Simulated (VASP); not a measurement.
# Cu2B (Fd-3m) in VASP: notebook

One crystal, Cu2B, is run at these levels: PBEsol, PBEsol+U; tasks: single point.

Program: VASP 6.6.1. These are calculated values, not measurements. Logs are shortened: lines on timing, memory, paths and dates and some standing lists are left out, and cuts for length are marked.

## 1. The crystal as given

It takes space group Fd-3m (No. 227, cubic). Conventional cell: a = 6.567 Å, b = 6.567 Å, c = 6.567 Å, α = 90.00°, β = 90.00°, γ = 90.00°. Cu (site symmetry -3m) has 6 Cu at 2.32 Å as nearest neighbours. Around B (site symmetry -43m) lie 12 Cu at 2.72 Å and 4 B at 2.84 Å.

The cell was built by a generator and needn't be a form met in nature.

## 2. Single point, PBEsol

Contents of INCAR:

```
  PREC = Accurate
  ENCUT = 520
  EDIFF = 1E-6
  ISMEAR = -1
  SIGMA = 0.05
  LREAL = F
  LASPH = T
  NELM = 60
  ALGO = Normal
  ISIF = 2
  LWAVE = F
  LCHARG = F
  GGA = PS
  NBANDS = 34
```

Contents of KPOINTS:

```
regular mesh
0
Gamma
  5 5 5
```

Contents of POSCAR:

```
Cu2B
1.0
    0.0000000000      3.2834700000      3.2834700000
    3.2834700000      0.0000000000      3.2834700000
    3.2834700000      3.2834700000      0.0000000000
Cu B
4 2
Direct
    0.1250000000      0.1250000000      0.1250000000
    0.6250000000      0.1250000000      0.1250000000
    0.1250000000      0.1250000000      0.6250000000
    0.1250000000      0.6250000000      0.1250000000
    0.5000000000      0.5000000000      0.5000000000
    0.7500000000      0.7500000000      0.7500000000
```

Potentials or basis: VASP PAW PBE potentials, release 64 (Cu, B).

Started as:

```bash
$ cat potpaw_PBE.64/Cu/POTCAR potpaw_PBE.64/B/POTCAR > POTCAR
$ mpirun -np 1 vasp_std > vasp.out
```

OUTCAR:

```text
PREC = Accurate
   ENCUT = 520
   EDIFF = 1E-6
   ISMEAR = -1
   LREAL = F
   LASPH = T
   NELM = 60
   ISIF = 2
   GGA = PS

 ion  position               nearest neighbor table
   1  0.125  0.125  0.125-   2 2.32   3 2.32   4 2.32   3 2.32   4 2.32   2 2.32
   2  0.625  0.125  0.125-   1 2.32   3 2.32   4 2.32   1 2.32   3 2.32   4 2.32
   3  0.125  0.125  0.625-   1 2.32   1 2.32   2 2.32   4 2.32   4 2.32   2 2.32
   4  0.125  0.625  0.125-   1 2.32   3 2.32   1 2.32   2 2.32   3 2.32   2 2.32
   5  0.500  0.500  0.500-
   6  0.750  0.750  0.750-

  LATTYP: Found a face centered cubic cell.
 ALAT       =     6.5669400000

  Lattice vectors:

 A1 = (   0.0000000000,   3.2834700000,   3.2834700000)
 A2 = (   3.2834700000,   0.0000000000,   3.2834700000)
 A3 = (   3.2834700000,   3.2834700000,   0.0000000000)

Analysis of symmetry for initial positions (statically):
=====================================================================
 Subroutine PRICEL returns:
 Original cell was already a primitive cell.

 Routine SETGRP: Setting up the symmetry group for a
 face centered cubic supercell.

 Subroutine GETGRP returns: Found 48 space group operations
 (whereof 24 operations were pure point group operations)
 out of a pool of 48 trial point group operations.

The static configuration has the point symmetry T_d .
 The point group associated with its full space group is O_h .

Analysis of symmetry for dynamics (positions and initial velocities):
=====================================================================
 Subroutine PRICEL returns:
 Original cell was already a primitive cell.

 Routine SETGRP: Setting up the symmetry group for a
 face centered cubic supercell.

 Subroutine GETGRP returns: Found 48 space group operations
 (whereof 24 operations were pure point group operations)
 out of a pool of 48 trial point group operations.

The dynamic configuration has the point symmetry T_d .
 The point group associated with its full space group is O_h .

 Subroutine INISYM returns: Found 48 space group operations
 (whereof 24 operations are pure point group operations),
 and found     1 'primitive' translations

----------------------------------------------------------------------------------------

                                     Primitive cell

  volume of cell :      70.7993

  direct lattice vectors                    reciprocal lattice vectors
     0.000000000  3.283470000  3.283470000    -0.152277925  0.152277925  0.152277925
     3.283470000  0.000000000  3.283470000     0.152277925 -0.152277925  0.152277925
     3.283470000  3.283470000  0.000000000     0.152277925  0.152277925 -0.152277925

  length of vectors
     4.643527806  4.643527806  4.643527806     0.263753104  0.263753104  0.263753104

  position of ions in fractional coordinates (direct lattice)
     0.125000000  0.125000000  0.125000000
     0.625000000  0.125000000  0.125000000
     0.125000000  0.125000000  0.625000000
     0.125000000  0.625000000  0.125000000
     0.500000000  0.500000000  0.500000000
     0.750000000  0.750000000  0.750000000

  ion indices of the primitive-cell ions
   primitive index   ion index
                 1           1
                 2           2
                 3           3
                 4           4
                 5           5
                 6           6

----------------------------------------------------------------------------------------

 KPOINTS: regular mesh

Automatic generation of k-mesh.
 Grid dimensions read from file:
 generate k-points for:    5    5    5

 Generating k-lattice:

  Cartesian coordinates                     Fractional coordinates (reciprocal lattice)
    -0.030455585  0.030455585  0.030455585     0.200000000  0.000000000  0.000000000
     0.030455585 -0.030455585  0.030455585     0.000000000  0.200000000  0.000000000
     0.030455585  0.030455585 -0.030455585     0.000000000  0.000000000  0.200000000

  Length of vectors
     0.052750621  0.052750621  0.052750621

  Shift w.r.t. Gamma in fractional coordinates (k-lattice)
     0.000000000  0.000000000  0.000000000

 Subroutine IBZKPT returns following result:
 ===========================================

 Found     10 irreducible k-points:

 Following reciprocal coordinates:
            Coordinates               Weight
  0.000000  0.000000  0.000000      1.000000
  0.200000  0.000000  0.000000      8.000000
  0.400000  0.000000  0.000000      8.000000
  0.200000  0.200000  0.000000      6.000000
  0.400000  0.200000  0.000000     24.000000
 -0.400000  0.200000  0.000000     24.000000
 -0.200000  0.200000  0.000000     12.000000
  0.400000  0.400000  0.000000      6.000000
 -0.400000  0.400000  0.000000     12.000000
 -0.400000  0.400000  0.200000     24.000000
   k-points           NKPTS =     10   k-points in BZ     NKDIM =     10   number of bands    NBANDS=     34
   number of dos      NEDOS =    301   number of ions     NIONS =      6
   total plane-waves  NPLWV =  46656
   dimension x,y,z NGX =    36 NGY =   36 NGZ =   36
   dimension x,y,z NGXF=    72 NGYF=   72 NGZF=   72
   ions per type =               4   2
   NGX,Y,Z   is equivalent  to a cutoff of  12.89, 12.89, 12.89 a.u.
   NGXF,Y,Z  is equivalent  to a cutoff of  25.78, 25.78, 25.78 a.u.
 SYSTEM =  unknown system
   PREC   = accura    normal or accurate (medium, high low for compatibility)
   ISTART =      0    job   : 0-new  1-cont  2-samecut
   ICHARG =      2    charge: 1-file 2-atom 10-const
   ISPIN  =      1    spin polarized calculation?
   LNONCOLLINEAR =      F non collinear calculations
   LSORBIT =      F    spin-orbit coupling
   LASPH  =      T    aspherical Exc in radial PAW
   ENCUT  =  520.0 eV  38.22 Ry    6.18 a.u.   8.63  8.63  8.63*2*pi/ulx,y,z
   NELM   =     60;   NELMIN=  2; NELMDL= -5     # of ELM steps
   EDIFF  = 0.1E-05   stopping-criterion for ELM
   LREAL  =      F    real-space projection
   EDIFFG = 0.1E-04   stopping-criterion for IOM
   NSW    =      0    number of steps for IOM
   IBRION =     -1    ionic relax: 0-MD 1-quasi-New 2-CG
   NFREE  =      0    steps in history (QN), initial steepest desc. (CG)
   ISIF   =      2    stress and relaxation
   ISYM   =      2    0-nonsym 1-usesym 2-fastsym
   POTIM  = 0.5000    time-step for ionic-motion
   TEBEG  =    0.0;   TEEND  =   0.0 temperature during run
   PSTRESS=    0.0 pullay stress
   NELECT =      50.0000    total number of electrons
   NUPDOWN=      -1.0000    fix difference up-down
   EMIN   =  10.00;   EMAX   =-10.00  energy-range for DOS
   EFERMI =   0.00;   METHOD = LEGACY
   ISMEAR =    -1;   SIGMA  =   0.05  broadening in eV -4-tet -1-fermi 0-gaus
   EFERMI_NEDOS =   21; number of points for ismear=-14 and -15
   IALGO  =     38    algorithm
   IMIX   =      4    mixing-type and parameters
     AMIX     =   0.40;   BMIX     =  1.00
     AMIX_MAG =   1.60;   BMIX_MAG =  1.00
  volume/ion in A,a.u.               =      11.80        79.63
  Fermi-wavevector in a.u.,A,eV,Ry     =   1.457880  2.754994 28.918015  2.125414
  Thomas-Fermi vector in A             =   2.574630
   LORBIT       =      0    0 simple, 1 ext, 2 COOP (PROOUT), +10 PAW based schemes
   GGA     = PS    functional components
   LHFCALC =     F    Hartree Fock is set to
   AEXX    =    0.0000 exact exchange contribution
   IVDW    =     0    specifies the selected vdW correction
   LEPSILON=     F    determine dielectric tensor
   LRPA    =     F    only Hartree local field effects (RPA)
 non-spin polarized calculation
  energy-cutoff  :      520.00
  volume of cell :       70.80
 maximum number of plane-waves:      1924
   NGX = 17   NGY = 17   NGZ = 17

 number of electron      49.9999971 magnetization

 Free energy of the ion-electron system (eV)
  ---------------------------------------------------
  ext. energy  EPLUGINS =         0.00000000
  ---------------------------------------------------
  free energy    TOTEN  =       -24.18554729 eV

  energy without entropy =      -24.17420606  energy(sigma->0) =      -24.17987667

 E-fermi :   6.0151     XC(G=0): -12.0176

 val. band max:        6.0013156148   @ k =   0.4000   0.0000   0.0000
 cond. band min:       6.4424105154   @ k =  -0.4000   0.4000   0.2000
 fundamental gap:      0.4410949006
 Fermi energy:         6.0151061023

 k-point     1 :       0.0000    0.0000    0.0000
  band No.  band energies     occupation
      1      -4.4044      2.00000
      2      -0.1879      2.00000
      3       1.2688      2.00000
      4       1.2688      2.00000
      5       1.2688      2.00000
      6       1.6208      2.00000
[... 26 lines left out ...]
     33      13.0071      0.00000
     34      13.0071      0.00000

 k-point     2 :       0.2000    0.0000    0.0000
  band No.  band energies     occupation
      1      -4.0106      2.00000
      2      -0.1055      2.00000
      3       0.8194      2.00000
      4       1.3167      2.00000
      5       1.4004      2.00000
      6       1.4004      2.00000
[... 26 lines left out ...]
     33      14.0015      0.00000
     34      14.4690      0.00000

 k-point     3 :       0.4000    0.0000    0.0000
  band No.  band energies     occupation
      1      -2.8844      2.00000
      2      -1.1340      2.00000
      3       0.3835      2.00000
      4       1.4034      2.00000
      5       1.6619      2.00000
      6       1.6619      2.00000
[... 26 lines left out ...]
     33      12.9344      0.00000
     34      13.7572      0.00000
[... 186 lines left out ...]
 k-point     9 :      -0.4000    0.4000    0.0000
  band No.  band energies     occupation
      1      -1.3894      2.00000
      2      -1.2502      2.00000
      3      -0.2116      2.00000
      4       0.9656      2.00000
      5       1.6563      2.00000
      6       1.6676      2.00000
[... 26 lines left out ...]
     33      14.6332      0.00000
     34      14.8669      0.00000

 k-point    10 :      -0.4000    0.4000    0.2000
  band No.  band energies     occupation
      1      -1.9801      2.00000
      2      -0.6725      2.00000
      3      -0.1841      2.00000
      4       0.6331      2.00000
      5       1.5357      2.00000
      6       1.9177      2.00000
[... 26 lines left out ...]
     33      14.1181      0.00000
     34      14.2784      0.00000

------------------------ aborting loop because EDIFF is reached ----------------------------------------

  FORCE on cell =-STRESS in cart. coord.  units (eV):
  Direction    XX          YY          ZZ          XY          YZ          ZX
  --------------------------------------------------------------------------------------
  -------------------------------------------------------------------------------------
  Total       -2.8295341     -2.8295341     -2.8295341      0.0000000     -0.0000000      0.0000000
  in kB      -64.0318964    -64.0318964    -64.0318964      0.0000000     -0.0000000      0.0000000
  external PRESSURE =     -64.0318964 kB  Pullay stress =       0.0000000 kB

 VOLUME and BASIS-vectors are now :
 -----------------------------------------------------------------------------
  energy-cutoff  :      520.00
  volume of cell :       70.80
      direct lattice vectors                 reciprocal lattice vectors
     0.000000000  3.283470000  3.283470000    -0.152277925  0.152277925  0.152277925
     3.283470000  0.000000000  3.283470000     0.152277925 -0.152277925  0.152277925
     3.283470000  3.283470000  0.000000000     0.152277925  0.152277925 -0.152277925

 POSITION                                       TOTAL-FORCE (eV/Angst)
 -----------------------------------------------------------------------------------
      0.82087      0.82087      0.82087        -0.000000      0.000000      0.000000
      0.82087      2.46260      2.46260        -0.000000      0.000000      0.000000
      2.46260      2.46260      0.82087        -0.000000     -0.000000      0.000000
      2.46260      0.82087      2.46260        -0.000000     -0.000000      0.000000
      3.28347      3.28347      3.28347        -0.000000     -0.000000     -0.000000
      4.92521      4.92521      4.92521         0.000000      0.000000      0.000000
 -----------------------------------------------------------------------------------
    total drift:                                0.000000     -0.000000      0.000000

  FREE ENERGIE OF THE ION-ELECTRON SYSTEM (eV)
  ---------------------------------------------------
  free  energy   TOTEN  =       -24.1855472911 eV

  energy  without entropy=      -24.1742060588  energy(sigma->0) =      -24.17987667
```

Wall time 21 s (1 thread of Intel Xeon 6975P-C (Granite Rapids), shared host); peak memory 0.2 GiB.

What came out:

```yaml
Free_energy: -24.1855 eV
Pressure: -6.4 GPa
Band_gap_on_the_k_mesh: none (metal or under the smearing width)
```

Levels at points of the mesh, in eV from the Fermi level:
```tsv
k point	band 23	band 24	band 25	band 26	band 27	band 28
(0.00, 0.00, 0.00)	-0.79	-0.79	-0.79	1.13	1.21	1.21
```

Caveat: the PAW data sets were made with another functional, which shifts forces and pressure a little.

(Part 1 of 2 ends here.)
